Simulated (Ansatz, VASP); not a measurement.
# Cross-check of HfB2 between VASP and Ansatz, part 2 of 2

Aim: how closely do two programs agree when they are given the same cell, functional and k mesh? The cell is taken from a series of runs on this material, whose earlier steps may have relaxed, scaled, displaced or heated it; both programs get it as it stands.

VASP 6.6.1 and Ansatz 0.2.0.

So far: Starting point; VASP: zone-centre phonons, PBEsol.

## (3) Ansatz: zone-centre phonons, PBEsol

Level of this step: Ansatz beside VASP: Kohn-Sham DFT, plane waves, PBEsol (Ansatz).

Ansatz runs on its PAW soft_1 files.

The same cell, functional, mesh and smearing now go to Ansatz, which takes its cutoff from its data sets.

The input, input.yaml:

```yaml
crystal:
  lattice:
    - [3.139650062, 0.0, 0.0]
    - [-1.569825031, 2.7190167127, 0.0]
    - [0.0, 0.0, 3.378255041]
  atoms:
    - { symbol: B, position: [0.3333333332, 0.6666666668, 0.5] }
    - { symbol: B, position: [0.6666666668, 0.3333333332, 0.5] }
    - { symbol: Hf, position: [0.0, 0.0, 0.0] }
kpoints:
  mp_grid: { grid: [15, 15, 12] }
hamiltonian:
  xc: pbesol
  pseudopotentials: { kind: paw, azcp: { folder: soft_1 }, xc_functional: pbe }
scf:
  occupations: { method: methfessel_paxton, width: 0.2 }
output:
  eigenvalues: true
phonons:
  method: dfpt
```

Launch:

```bash
> ansatz run input.yaml --threads 4 --pin off --max-ram 10240MiB --backend cpu --events-out ev --progress --plain --runs-dir out
```

Numbers of over 12 decimals in the logs are rounded to 6 here.

What it wrote:

```text
zone centre: on kpoints.mp_grid the ground state, and the responses unless they are solved on pairs of k-points, stand on 448 of the mesh's 2700 k-points, reduced under 4 symmetry operations, with k and −k counted as one. Each operation leaves every solved displacement unchanged or reverses it
Engine: ansatz 0.2.0, aarch64-unknown-linux-gnu
Pseudopotentials: kind: paw
Pseudopotential: B, paw, valence charge 3, recommended cutoff 420 eV (normal), soft_1/B.paw.azcp
Pseudopotential: Hf, paw, valence charge 26, recommended cutoff 420 eV (normal), soft_1/Hf.paw.azcp
Functional definition: PBEsol
  exchange = pbesol_x
  correlation = pbesol_c
Crystal: 3 atoms, lattice volume = 28.839 Å³
Basis set: ecut = 420 eV, 563 PW (Γ), exchange–correlation on 48×48×48 points (8 copies of the dense FFT grid, shifted against one another)
Bands: 20, of which v1, the nominal top of the filled ones, is band 16 counted from 1 (15 counted from 0)
Symmetry: 24 space group operations
k-points: 448 of 2700 (irreducible under 4 space group operations, time reversal used)
Non-local potential: B, projectors of the file, l = 0: 2, l = 1: 2, l = 2: 1
Non-local potential: Hf, projectors of the file, l = 0: 3, l = 1: 2, l = 2: 2, l = 3: 3
PAW form: soft (Blöchl's): semilocal exchange-correlation on the pseudo side does not see the compensation charge
PAW frozen core: B, regenerated for the run's functional, and the local potential with it (the file was generated under x = pbe(κ = 0.804, μ = 0.219515), c = pbe(β = 0.066725))
PAW frozen core: Hf, regenerated for the run's functional, and the local potential with it (the file was generated under x = pbe(κ = 0.804, μ = 0.219515), c = pbe(β = 0.066725))
PAW one-centre angular grid: B, 110 points (default); XC on 64 Gauss nodes
PAW one-centre angular grid: Hf, 590 points (default); XC on 64 Gauss nodes
Initial density: superposition of atomic densities (chi_scale 0.1, normalization cell, long waves kept (reshape's long-wave potential 0.00 eV rms))
Initial wavefunctions: pseudopotential atomic-orbital guess
Functional: x = pbesol(κ = 0.804, μ = 0.123457), c = pbesol(β = 0.046)
SCF iter   1: F=—  HF=-15907.938563 eV  |F-HF|=—  |Δ(HF+E_count)|=         —  Δρ=6.43e-2  dr2=1.83e0  ethr=3.10e-3  ⟨swp⟩=4.2  Hψ=35095  notcnv=0
preconditioner: auto → none  [metal: Δε(μ)=0.016 eV  Ē_g=16.683 eV  σ=0.200 eV  W_gap=0.07  n_scr=8 (ndim 8)  ℏωp=37.9 eV  f_vac=0.000  D(μ)=0.24/eV (n_scr^D=0)  sad-step TF]
SCF iter   2: F=—  HF=-15907.548477 eV  |F-HF|=—  |Δ(HF+E_count)|=   3.90e-1  S|Δr|=    0.00e0  Δρ=3.40e-2  dr2=5.28e-1  ethr=3.10e-3  ⟨swp⟩=3.0  Hψ=19101  notcnv=0
SCF iter   3: F=—  HF=-15907.423743 eV  |F-HF|=—  |Δ(HF+E_count)|=   1.25e-1  S|Δr|=    0.00e0  Δρ=1.12e-2  dr2=2.46e-2  ethr=1.65e-3  ⟨swp⟩=2.0  Hψ=18722  notcnv=0
SCF iter   4: F=—  HF=-15907.364600 eV  |F-HF|=—  |Δ(HF+E_count)|=   5.91e-2  S|Δr|=    0.00e0  Δρ=2.90e-3  dr2=1.18e-3  ethr=7.69e-5  ⟨swp⟩=2.2  Hψ=17471  notcnv=0
SCF iter   5: F=—  HF=-15907.367758 eV  |F-HF|=—  |Δ(HF+E_count)|=   3.16e-3  S|Δr|=    0.00e0  Δρ=8.08e-4  dr2=2.18e-4  ethr=3.70e-6  ⟨swp⟩=2.0  Hψ=16580  notcnv=0
SCF iter   6: F=—  HF=-15907.367598 eV  |F-HF|=—  |Δ(HF+E_count)|=   1.60e-4  S|Δr|=    0.00e0  Δρ=1.10e-4  dr2=6.13e-6  ethr=6.82e-7  ⟨swp⟩=2.0  Hψ=16144  notcnv=0
SCF iter   7: F=—  HF=-15907.367602 eV  |F-HF|=—  |Δ(HF+E_count)|=   4.38e-6  S|Δr|=    0.00e0  Δρ=2.75e-5  dr2=2.24e-7  ethr=1.92e-8  ⟨swp⟩=2.6  Hψ=15601  notcnv=0
SCF iter   8: F=—  HF=-15907.367601 eV  |F-HF|=—  |Δ(HF+E_count)|=   1.51e-6  S|Δr|=    0.00e0  Δρ=2.42e-6  dr2=5.84e-10  ethr=6.99e-10  ⟨swp⟩=2.6  Hψ=15729  notcnv=0
SCF iter   9: F=—  HF=-15907.367601 eV  |F-HF|=—  |Δ(HF+E_count)|=  5.46e-12  S|Δr|=    0.00e0  Δρ=2.10e-7  dr2=1.99e-11  ethr=1.82e-12  ⟨swp⟩=2.2  Hψ=16329  notcnv=0
SCF iter  10: F=-15907.367601 eV  HF=-15907.367601 eV  |F-HF|=1.82e-12  |Δ(HF+E_count)|=  5.46e-12  S|Δr|=    0.00e0  Δρ=1.52e-8  dr2=5.36e-14  ethr=1.00e-12  ⟨swp⟩=5.5  Hψ=40887  notcnv=0
SCF 1 converged in 10 iterations: F = -15907.367601 eV  dr2 = 5.36e-14
  greatest PAW one-centre occupation: 0.998 electrons in one spin orbital (limit 2), on the Hf atom at site 2 (counted from 0), in its partial waves of l = 0
DFPT response loops at Γ: preconditioner auto → Kerker (q_TF=auto, 2.776 Å⁻¹) (partly filled bands, converged f_vac=0.000); β = 1.00, the filter's whole step (`scf.mixing.beta` (0.50) is not read by the response loops under this deck's `scf.mixing.preconditioner`; to damp them name `kerker` or `kerker_dos`, under which they read `scf.mixing.beta`, and type it under 1.00, their step now; both keys bind the ground state too); Broyden in place of MSR1
SCF converged after 10 iterations
Stability not checked: this state was not tested for a lower state beside it, because cold or Methfessel-Paxton smearing, or corrected tetrahedra, fill the levels in a way that the test cannot read (fill_not_monotonic; see scf.lower_state_search)
Free energy (F): -15907.367601 eV
Harris-Foulkes:  -15907.367601 eV  (|F-HF|=1.82e-12)
Internal energy: -15907.367677 eV  (E = F + TS)
E sigma→0 (E₀):  -15907.367620 eV
Entropy (-TS):   0.000076 eV (0.025 meV/atom)
Fermi energy:    19.688443 eV
--- Per-component energies (eV) ---
  E_band       = 104.183791
  E_kinetic    = 513.903021
  E_local      = -6432.854440  (includes V_loc(G=0)·N_el)
  E_nonlocal   = 82.144004
  E_hartree    = 3173.698706
  E_xc         = -333.257614
  E_vxc        = -336.304469  (∫ρ·V_xc dr)
  E_paw        = -7727.813680  (= ΣΔE_a)
  E_vpaw       = -70.101834  (= ΣTr[D̂ρ^β])
  E_aug_tail   = 0.000106  (compensation charges beyond the density's cutoff)
  E_ewald      = -5184.468258
  E_core_change = 1.280478  (= ΣΔE_core)
  E_smearing   = 0.000076  (= −TS)
  E_closure    = -0.000000  (closes the sum)
  Σ components = -15907.367601   (vs F -15907.367601, Δ=0.00e0)
--- Band table (eV; the first three rows and the last of 448) ---
  k-point 0: bands = [... 12 lower, 16.4625, 16.4625, 16.6530, 17.2230, 23.7447, 23.7447, 24.5338, 24.5894]
  k-point 1: bands = [... 12 lower, 15.8269, 16.5405, 16.5405, 18.0103, 22.7768, 22.7768, 24.4328, 24.4328]
  k-point 2: bands = [... 12 lower, 14.7291, 16.7712, 16.7712, 19.0242, 21.6850, 21.6850, 23.7197, 23.7197]
  k-point 447: bands = [... 12 lower, 12.2581, 14.5147, 15.1107, 16.6210, 24.0990, 24.7682, 25.2160, 26.4849]
--- Phonons (Γ-DFPT): 4 representative perturbations + reference, on 448 of 2700 k-points (Σ response iterations 12) ---
  k mesh reduced under 4 symmetry operations, with k and −k counted as one. Each operation leaves every solved displacement unchanged or reverses it
  ASR residual: 8.182e-6 → 0.000e0 eV/Å²; symmetrization residual: 9.307e-7 eV/Å²
  ASR residual per site (eV/Å²): 4.77e-6 4.77e-6 8.18e-6
  Γ frequencies (cm⁻¹): 0.00 0.00 0.00 464.95 464.95 497.31 566.10 794.00 794.00
  non-analytic LO–TO correction: not included (Born effective charges unavailable; polar crystals: no LO–TO splitting at Γ)
```

The column dr2 measures how far the density is from self-consistency, as an energy; F and HF (Harris–Foulkes) agree once it is small.

## (4) Side by side

Known differences besides the potentials themselves: the data sets hold 32 valence electrons in Ansatz (on its PAW soft_1 files) and 16 in VASP; the cutoff is 420 eV in Ansatz and 500 eV in VASP; Ansatz makes its cores anew for this functional, VASP keeps those of its PBE data sets. Total energies have different zeros and are not compared.

Compared:

| quantity | Ansatz | VASP | difference |
| --- | --- | --- | --- |
| optical mode 1 to 2 (cm⁻¹) | 464.9 | 466.4 | -0.31 % |
| optical mode 3 (cm⁻¹) | 497.3 | 498.7 | -0.28 % |
| optical mode 4 (cm⁻¹) | 566.1 | 568.0 | -0.33 % |
| optical mode 5 to 6 (cm⁻¹) | 794.0 | 799.0 | -0.62 % |

Modes are paired by rising frequency, not by their patterns, so a pair may set unlike modes beside each other; they are those without the splitting of longitudinal modes.

## (5) Outcome

- r.m.s. difference of the optical zone-centre modes, each program's sorted by frequency (zone-centre phonons, PBEsol): 3.1 cm⁻¹
- difference in optical mode 5 to 6 (zone-centre phonons, PBEsol): -0.6 %

**Reading.** The r.m.s. difference of the optical zone-centre modes, each program's sorted by frequency is 3.1 cm⁻¹ (zone-centre phonons, PBEsol). The data sets hold unlike numbers of valence electrons (32 in Ansatz and 16 in VASP), so part of the differences comes from the potentials. Among the rows given in per cent, the largest difference of the zone-centre phonons, PBEsol pair is in optical mode 5 to 6, -0.6 %. How closely two codes agree says nothing of how well the functional describes the real material.

[Lines on the potential files, build, host, timing and source positions are cut from VASP's logs without a mark.]

[Logs are printed without paths, hosts, clocks, repeated set-up lines and the standing remarks that a program may print on its own settings, such as how far it seeks lower states.]

[Hosts, paths, dates, database ids (printed as entryN), source tags and the programs' standing remarks are cut or masked in the printed files.]
